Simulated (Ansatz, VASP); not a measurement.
# Cross-check of Pd (Palladium) between VASP and Ansatz

Wanted: the spread between two codes on one cell, functional and k mesh. The cell is taken from a series of runs on this material, whose earlier steps may have relaxed, scaled, displaced or heated it; both programs get it as it stands.

Main program and level: Ansatz 0.2.0; plane waves, with VASP 6.6.1 beside it; relaxation of cell and atoms at PBE.

### 1. The structure

Symmetry: Fm-3m, No. 225, cubic system. Conventional cell: a = 3.942 Å, b = 3.942 Å, c = 3.942 Å, α = 90.00°, β = 90.00°, γ = 90.00°. Nearest to Pd lie 12 Pd at 2.79 Å.

### 2. VASP: relaxation of cell and atoms, PBE

The relaxed volume is the usual yardstick between codes: in a stiff, nearly cubic crystal its relative difference is about their pressure difference at one cell divided by the bulk modulus.

Lines of VASP's logs that name or quote its potential files are left out, and so is its time.

INCAR

```
SYSTEM = Pd
PREC = Accurate
ENCUT = 500
EDIFF = 1E-07
NELM = 120
ISMEAR = 1
SIGMA = 0.2
LREAL = .FALSE.
ALGO = Normal
GGA = PE
NBANDS = 11
LASPH = .TRUE.
LORBIT = 11
LWAVE = .FALSE.
LCHARG = .FALSE.
ISIF = 3
IBRION = 2
NSW = 80
EDIFFG = -0.005
GGA_COMPAT = .FALSE.
NELMIN = 4
```

POSCAR

```
Pd
1.0
    0.0000000000      1.9711880000      1.9711880000
    1.9711880000      0.0000000000      1.9711880000
    1.9711880000      1.9711880000      0.0000000000
Pd
1
Direct
    0.0000000000      0.0000000000      0.0000000000
```

KPOINTS

```
Automatic mesh
0
Gamma
20 20 20
0 0 0
```

PAW data sets: Pd (PBE family, release 64).

Command:

```bash
> mpirun -np 1 vasp_std
```

Numbers of over 12 decimals in the logs are rounded to 6 here.

The log of the run:

```text
[banner, memory and clock lines left out]
running    1 mpi-ranks, on    1 nodes
 distrk:  each k-point on    1 cores,    1 groups
 distr:  one band on    1 cores,    1 groups

 POSCAR found type information on POSCAR Pd
 POSCAR found :  1 types and       1 ions
 LDA part: xc-table for (Slater+PW92), standard interpolation
 POSCAR, INCAR and KPOINTS ok, starting setup
 FFT: planning ... GRIDC
 FFT: planning ... GRID_SOFT
 FFT: planning ... GRID
 WAVECAR not read
 entering main loop
       N       E                     dE             d eps       ncg     rms          rms(c)
DAV:   1     0.409450030845E+02    0.40945E+02   -0.50193E+03  5664   0.820E+02
DAV:   2    -0.491142877988E+01   -0.45856E+02   -0.44359E+02  6383   0.178E+02
DAV:   3    -0.548826365494E+01   -0.57683E+00   -0.57461E+00  6737   0.211E+01
DAV:   4    -0.549101937392E+01   -0.27557E-02   -0.27553E-02  6752   0.156E+00
DAV:   5    -0.549105187351E+01   -0.32500E-04   -0.32499E-04  7434   0.152E-01    0.695E+00
DAV:   6    -0.522786754588E+01    0.26318E+00   -0.11436E+00  6889   0.860E+00    0.339E+00
DAV:   7    -0.521970656534E+01    0.81610E-02   -0.10962E-02  7166   0.756E-01    0.183E+00
DAV:   8    -0.521647777107E+01    0.32288E-02   -0.99079E-04  6933   0.241E-01    0.640E-02
DAV:   9    -0.521647214615E+01    0.56249E-05   -0.45444E-05  7317   0.571E-02    0.193E-02
DAV:  10    -0.521647644287E+01   -0.42967E-05   -0.45891E-06  6885   0.195E-02    0.573E-03
DAV:  11    -0.521647589602E+01    0.54685E-06   -0.82952E-08  6900   0.295E-03    0.374E-04
DAV:  12    -0.521647589845E+01   -0.24341E-08   -0.26876E-09  4550   0.413E-04
   1 F= -.52164759E+01 E0= -.52139493E+01  d E =-.521648E+01
 curvature:   0.00 expect dE= 0.000E+00 dE for cont linesearch  0.000E+00
 trial: gam= 0.00000 g(F)=  0.880E-64 g(S)=  0.935E-04 ort = 0.000E+00 (trialstep = 0.100E+01)
 search vector abs. value=  0.935E-04
 bond charge predicted
       N       E                     dE             d eps       ncg     rms          rms(c)
DAV:   1    -0.521825549794E+01   -0.17796E-02   -0.31143E-02  6406   0.171E+00    0.285E-01
DAV:   2    -0.521645840040E+01    0.17971E-02   -0.87031E-03  6853   0.721E-01    0.699E-02
DAV:   3    -0.521645845809E+01   -0.57688E-07   -0.27238E-05  7220   0.393E-02    0.427E-02
DAV:   4    -0.521646513895E+01   -0.66809E-05   -0.17815E-05  6857   0.311E-02    0.303E-03
DAV:   5    -0.521646503092E+01    0.10803E-06   -0.21418E-07  6901   0.372E-03    0.132E-03
DAV:   6    -0.521646496398E+01    0.66937E-07   -0.25166E-08  5676   0.150E-03
   2 F= -.52164650E+01 E0= -.52139659E+01  d E =0.109345E-04
 trial-energy change:    0.000011  1 .order    0.000015   -0.000093    0.000124
 step:   0.4592(harm=  0.4302)  dis= 0.00000  next Energy=    -5.216498 (dE=-0.219E-04)
 bond charge predicted
       N       E                     dE             d eps       ncg     rms          rms(c)
DAV:   1    -0.521702537485E+01   -0.56034E-03   -0.91432E-03  6466   0.925E-01    0.154E-01
DAV:   2    -0.521650159720E+01    0.52378E-03   -0.25743E-03  6739   0.391E-01    0.391E-02
DAV:   3    -0.521649913082E+01    0.24664E-05   -0.68113E-06  7195   0.206E-02    0.238E-02
DAV:   4    -0.521649755839E+01    0.15724E-05   -0.51635E-06  6787   0.164E-02    0.153E-03
DAV:   5    -0.521649765120E+01   -0.92812E-07   -0.49559E-08  6783   0.178E-03
   3 F= -.52164977E+01 E0= -.52139837E+01  d E =-.217527E-04
 curvature:  -0.21 expect dE=-0.149E-06 dE for cont linesearch -0.149E-06
 trial: gam= 0.00000 g(F)=  0.324E-63 g(S)=  0.696E-06 ort =-0.806E-05 (trialstep = 0.892E+00)
 search vector abs. value=  0.696E-06
 reached required accuracy - stopping structural energy minimisation
```

Parts of OUTCAR (step 2):

```text
ion  position               nearest neighbor table
   1  0.000  0.000  0.000-

  LATTYP: Found a face centered cubic cell.
 ALAT       =     3.9423760000

 Subroutine GETGRP returns: Found 48 space group operations
 (whereof 48 operations were pure point group operations)

The static configuration has the point symmetry O_h .

 Found    256 irreducible k-points:

   k-points           NKPTS =    256   k-points in BZ     NKDIM =    256   number of bands    NBANDS=     11

   dimension x,y,z NGX =    20 NGY =   20 NGZ =   20
   dimension x,y,z NGXF=    40 NGYF=   40 NGZF=   40

   ENCUT  =  500.0 eV  36.75 Ry    6.06 a.u.   5.08  5.08  5.08*2*pi/ulx,y,z

   NELECT =      10.0000    total number of electrons

 k-points in reciprocal lattice and weights: Automatic mesh
   0.00000000  0.00000000  0.00000000       0.000
   0.05000000  0.00000000  0.00000000       0.001
   0.10000000  0.00000000  0.00000000       0.001
   0.15000000  0.00000000  0.00000000       0.001
   0.20000000  0.00000000  0.00000000       0.001
   0.25000000  0.00000000  0.00000000       0.001
   0.30000000  0.00000000  0.00000000       0.001
   0.35000000  0.00000000  0.00000000       0.001
   0.40000000  0.00000000  0.00000000       0.001
[...]
-0.30000000  0.50000000  0.20000000       0.002
  -0.25000000  0.50000000  0.25000000       0.001

 average (electrostatic) potential at core
       1 -71.0164

 E-fermi :   9.1687

 k-point     1 :       0.0000    0.0000    0.0000
  band No.  band energies     occupation
    ...
      2       6.5008      2.00000
      3       6.5008      2.00000
      4       6.5008      2.00000
      5       8.0185      2.00000
      6       8.0185      2.00000
      7      26.3538      0.00000
      8      30.9262      0.00000
      9      30.9262      0.00000
     10      30.9262      0.00000
     11      35.4893      0.00000

 k-point     2 :       0.0500    0.0000    0.0000
  band No.  band energies     occupation
    ...
      2       6.4702      2.00000
      3       6.5311      2.00000
      4       6.5311      2.00000
      5       8.0041      2.00000
      6       8.0041      2.00000
      7      26.4422      0.00000
      8      30.2940      0.00000
      9      31.0219      0.00000
     10      31.0219      0.00000
     11      35.5790      0.00000

 k-point     3 :       0.1000    0.0000    0.0000
  band No.  band energies     occupation
    ...
      2       6.3906      2.00000
      3       6.6126      2.00000
      4       6.6126      2.00000
      5       7.9712      2.00000
      6       7.9712      2.00000
      7      26.6443      0.00000
      8      28.9597      0.00000
      9      31.2949      0.00000
     10      31.2949      0.00000
     11      35.6271      0.00000

  Total        0.0021924      0.0021924      0.0021924      0.0000000      0.0000000     -0.0000000
  in kB        0.2296969      0.2296969      0.2296969      0.0000000      0.0000000     -0.0000000
  external PRESSURE =       0.2296969 kB  Pullay stress =       0.0000000 kB

  energy-cutoff  :      500.00
  volume of cell :       15.29
      direct lattice vectors                 reciprocal lattice vectors
    -0.000000000  1.970078079  1.970078079    -0.253797048  0.253797048  0.253797048
     1.970078079  0.000000000  1.970078079     0.253797048 -0.253797048  0.253797048
     1.970078079  1.970078079  0.000000000     0.253797048  0.253797048 -0.253797048

 POSITION                                       TOTAL-FORCE (eV/Angst)
 -----------------------------------------------------------------------------------
      0.00000      0.00000      0.00000        -0.000000     -0.000000      0.000000
 -----------------------------------------------------------------------------------
    total drift:                                0.000000      0.000000      0.000000

  FREE ENERGIE OF THE ION-ELECTRON SYSTEM (eV)
  ---------------------------------------------------
  free  energy   TOTEN  =        -5.2164976512 eV

  energy  without entropy=       -5.2089556984  energy(sigma->0) =       -5.21398367

 reached required accuracy - stopping structural energy minimisation

 total charge
# of ion       s       p       d       tot
------------------------------------------
    1        0.473   0.441   8.453   9.367

[... 3 further parts left out ...]
```

CONTCAR:

```
Pd
   1.00000000000000
    -0.0000000000000000    1.9700780788692052    1.9700780788692052
     1.9700780788692052    0.0000000000000000    1.9700780788692052
     1.9700780788692052    1.9700780788692052    0.0000000000000000
  Pd
     1
Direct
     0.0000000000000000    0.0000000000000000    0.0000000000000000
```

The run keeps the 48 symmetry operations of its start, so it cannot find a distortion of lower symmetry.

### 3. Ansatz: relaxation of cell and atoms, PBE

Ansatz runs on its default PAW (the set named soft_2) files.

The same cell, functional, mesh and smearing now go to Ansatz, which takes its cutoff from its data sets.

input.yaml

```yaml
crystal:
  lattice:
    - [0.0, 1.9711878732, 1.9711878732]
    - [1.9711878732, 0.0, 1.9711878732]
    - [1.9711878732, 1.9711878732, 0.0]
  atoms:
    - { symbol: Pd, position: [0.0, 0.0, 0.0] }
kpoints:
  mp_grid: { grid: [20, 20, 20] }
hamiltonian:
  xc: pbe
scf:
  occupations: { method: methfessel_paxton, width: 0.2 }
output:
  forces: true
  stress: true
  eigenvalues: true
relax:
  adjacent_minimum: "off"
  f_tol: 0.001
  max_steps: 60
  cell: { stress_tol: 0.01 }
```

Command:

```bash
> ansatz run input.yaml --threads 4 --pin off --max-ram 7168MiB --backend cpu --events-out ev --progress --plain --runs-dir out
```

The log of the run:

```text
Engine: ansatz 0.2.0, aarch64-unknown-linux-gnu
Pseudopotentials: kind: paw
Pseudopotential: Pd, paw, valence charge 18, recommended cutoff 420 eV (normal), Pd.paw.azcp
Functional definition: PBE
  parameter kappa = 0.804
  parameter beta = 0.066725
  exchange = pbe_x(kappa = kappa, mu = beta*pi^2/3)
  correlation = pbe_c(beta = beta)
Crystal: 1 atoms, lattice volume = 15.318 Å³
Basis set: ecut = 420 eV, 307 PW (Γ), exchange–correlation on 40×40×40 points (8 copies of the dense FFT grid, shifted against one another)
Bands: 13, of which v1, the nominal top of the filled ones, is band 9 counted from 1 (8 counted from 0)
Symmetry: 48 space group operations
Space group: Fm-3m (ITA 225), of the structure as read, at distance tolerance 2.5e-5 Å
k-points: 256 of 8000
Non-local potential: Pd, projectors of the file, l = 0: 2, l = 1: 2, l = 2: 2, l = 3: 1
PAW form: soft (Blöchl's): semilocal exchange-correlation on the pseudo side does not see the compensation charge
PAW one-centre angular grid: Pd, 590 points (default); XC on 64 Gauss nodes
Initial density: superposition of atomic densities (neutral atoms: chi_scale 0, normalization atom), corrected by the library's trained network
Initial wavefunctions: pseudopotential atomic-orbital guess
Functional: x = pbe(κ = 0.804, μ = 0.219515), c = pbe(β = 0.066725)
SCF iter   1: F=—  HF=-6972.848262 eV  |F-HF|=—  |Δ(HF+E_count)|=         —  Δρ=4.57e-3  dr2=1.01e-3  ethr=1.77e-3  ⟨swp⟩=4.9  Hψ=17997  notcnv=0
preconditioner: auto → none  [metal: Δε(μ)=0.003 eV  Ē_g=13.888 eV  σ=0.200 eV  W_gap=0.01  n_scr=8 (ndim 8)  ℏωp=30.0 eV  f_vac=0.000  D(μ)=2.79/eV (n_scr^D=58)  sad-step TF]
SCF iter   2: F=—  HF=-6972.848251 eV  |F-HF|=—  |Δ(HF+E_count)|=   1.06e-5  S|Δr|=    0.00e0  Δρ=2.26e-3  dr2=1.57e-4  ethr=5.59e-6  ⟨swp⟩=1.5  Hψ=5761  notcnv=0
SCF iter   3: F=—  HF=-6972.848356 eV  |F-HF|=—  |Δ(HF+E_count)|=   1.04e-4  S|Δr|=    0.00e0  Δρ=6.25e-4  dr2=4.71e-5  ethr=8.72e-7  ⟨swp⟩=1.1  Hψ=3419  notcnv=0
SCF iter   4: F=—  HF=-6972.848349 eV  |F-HF|=—  |Δ(HF+E_count)|=   6.62e-6  S|Δr|=    0.00e0  Δρ=9.31e-5  dr2=4.51e-7  ethr=2.62e-7  ⟨swp⟩=2.1  Hψ=4455  notcnv=0
SCF iter   5: F=-6972.848350 eV  HF=-6972.848350 eV  |F-HF|=2.54e-8  |Δ(HF+E_count)|=   5.00e-7  S|Δr|=    0.00e0  Δρ=3.08e-5  dr2=6.59e-8  ethr=5.56e-10  ⟨swp⟩=5.0  Hψ=15115  notcnv=0
SCF 1 converged in 5 iterations: F = -6972.848350 eV  dr2 = 6.59e-8
  greatest PAW one-centre occupation: 0.999 electrons in one spin orbital (limit 2), on the Pd atom at site 0 (counted from 0), in its partial waves of l = 0
relax step   1: F+E_penalty+E_count = -6972.84834960 eV  Δ(F+E_penalty+E_count) = +0.000e0 eV  max|allowed force component| = 0.000e0 eV/Å  Δτ_max = 0.0000 Å  P = -0.029 GPa  Ω = 15.318 Å³  (5 SCF iters, dr2 threshold 1.00e-7 eV, accepted)
[...]
relax step   2: F+E_penalty+E_count = -6972.84835161 eV  Δ(F+E_penalty+E_count) = -2.011e-6 eV  max|allowed force component| = 0.000e0 eV/Å  Δτ_max = 0.0000 Å  P = +0.021 GPa  Ω = 15.314 Å³  energy of the carried Pulay correction = +1.876e-6 eV  (5 SCF iters, dr2 threshold 2.12e-9 eV, accepted)
[...]
relax step   3: F+E_penalty+E_count = -6972.84835094 eV  Δ(F+E_penalty+E_count) = +6.641e-7 eV  max|allowed force component| = 0.000e0 eV/Å  Δτ_max = 0.0000 Å  P = -0.000 GPa  Ω = 15.316 Å³  energy of the carried Pulay correction = +1.081e-6 eV  (3 SCF iters, dr2 threshold 1.14e-9 eV, accepted)
[...]
relax step   4: F+E_penalty+E_count = -6972.84835094 eV  Δ(F+E_penalty+E_count) = -5.002e-11 eV  max|allowed force component| = 0.000e0 eV/Å  Δτ_max = 0.0000 Å  P = -0.000 GPa  Ω = 15.316 Å³  stress off target by 4.79e-4 GPa  SCF on the basis re-selected at this cell (its energy is not comparable with the rows above)  (5 SCF iters)
basis re-selected at this cell: Δ(F+E_penalty+E_count) = -5.002e-11 eV, ΔP = -0.000 GPa vs the last step (what re-selecting the basis moved, of the pressure what is left beyond the Pulay correction that the steps carried, after the strain that the cell walked since its last selection, with what the two solves' SCF thresholds leave and, on support functions, any second-order correction that the steps lacked; it is no  [...]
SCF converged after 5 iterations
Stability not checked: this state was not tested for a lower state beside it, because cold or Methfessel-Paxton smearing, or corrected tetrahedra, fill the levels in a way that the test cannot read (fill_not_monotonic; see scf.lower_state_search)
Free energy (F): -6972.848351 eV
Harris-Foulkes:  -6972.848351 eV  (|F-HF|=0.00e0)
Internal energy: -6972.840846 eV  (E = F + TS)
E sigma→0 (E₀):  -6972.846475 eV
Entropy (-TS):   -0.007505 eV (-7.505 meV/atom)
Fermi energy:    18.819537 eV
--- Per-component energies (eV) ---
  E_band       = -151.833988
  E_kinetic    = 513.100306
  E_local      = -1801.361717  (includes V_loc(G=0)·N_el)
  E_nonlocal   = 217.176828
  E_hartree    = 729.966029
  E_xc         = -168.480433
  E_vxc        = -211.359661  (∫ρ·V_xc dr)
  E_paw        = -3750.174502  (= ΣΔE_a)
  E_vpaw       = -329.322018  (= ΣTr[D̂ρ^β])
  E_aug_tail   = 0.000199  (compensation charges beyond the density's cutoff)
  E_ewald      = -2713.067557
  E_smearing   = -0.007505  (= −TS)
  E_closure    = -0.000000  (closes the sum)
  Σ components = -6972.848351   (vs F -6972.848351, Δ=0.00e0)
--- Forces (eV/Å), atoms counted from 1 ---
  atom   1  Pd    -0.00000000     0.00000000    -0.00000000
  max |Σ_I F_I| component: 2.67e-32 eV/Å
--- Stress (GPa, compression-positive) ---
       -0.000479      -0.000000      -0.000000
       -0.000000      -0.000479      -0.000000
       -0.000000      -0.000000      -0.000479
  P = ⅓ Tr σ = -0.0005 GPa (-0.005 kbar)
--- Band table (eV; the first three rows and the last of 256) ---
  k-point 0: bands = [... 5 lower, 16.1523, 16.1523, 16.1523, 17.6684, 17.6684, 35.8321, 40.3417, 40.3417]
  k-point 1: bands = [... 5 lower, 16.1217, 16.1826, 16.1826, 17.6539, 17.6539, 35.9222, 39.7405, 40.4385]
  k-point 2: bands = [... 5 lower, 16.0422, 16.2641, 16.2641, 17.6210, 17.6210, 36.1277, 38.4468, 40.7150]
  k-point 255: bands = [... 5 lower, 15.6418, 15.6418, 17.5861, 19.0990, 27.5265, 27.5265, 28.8667, 30.1504]
--- Relaxed structure (3 steps of the walk, 3 accepted, 1 SCFs on fresh bases) ---
  F+E_penalty+E_count = -6972.84835094 eV   max|allowed force component| = 0.000e0 eV/Å   (the final SCF, on the basis selected at the relaxed cell)
  cell:  # Å, volume = 15.3157 Å³
    - [0, 1.971072, 1.971072]
    - [1.971072, 0.0, 1.971072]
    - [1.971072, 1.971072, 0]
  atoms:
    - { symbol: Pd, position: [0.0, 0.0, 0.0] }
```

### 4. Comparison

Known differences besides the potentials themselves: the data sets hold 18 valence electrons in Ansatz (on its default PAW (the set named soft_2) files) and 10 in VASP; the cutoff is 420 eV in Ansatz and 500 eV in VASP; Ansatz adds a Pulay correction to the stress that steers its cell, VASP none. Total energies have different zeros and are not compared.

Compared:

```csv
quantity,Ansatz,VASP,difference
volume (Å³),15.32,15.29,+0.15 %
"edge a after relaxation, in the typed setting (Å)",2.788,2.786,+0.05 %
```

### 5. Outcome

| Item | Value |
| --- | --- |
| difference in volume (relaxation of cell and atoms, PBE) | 0.15 % |

In words: The difference in volume is 0.15 % (relaxation of cell and atoms, PBE), within the 1.2 % picked in this series as the mark of a large difference, as far as the stopping tolerances let one tell. The data sets hold unlike numbers of valence electrons (18 in Ansatz and 10 in VASP), so part of the differences comes from the potentials. Such differences can come from data sets, numerical settings and the points named under the comparisons, not from the functional's error against experiment.

[Lines on the potential files, build, host, timing and source positions are cut from VASP's logs without a mark.]

[Logs are printed without paths, hosts, clocks, repeated set-up lines and the standing remarks that a program may print on its own settings, such as how far it seeks lower states.]

[Hosts, paths, dates, database ids (printed as entryN), source tags and the programs' standing remarks are cut or masked in the printed files.]
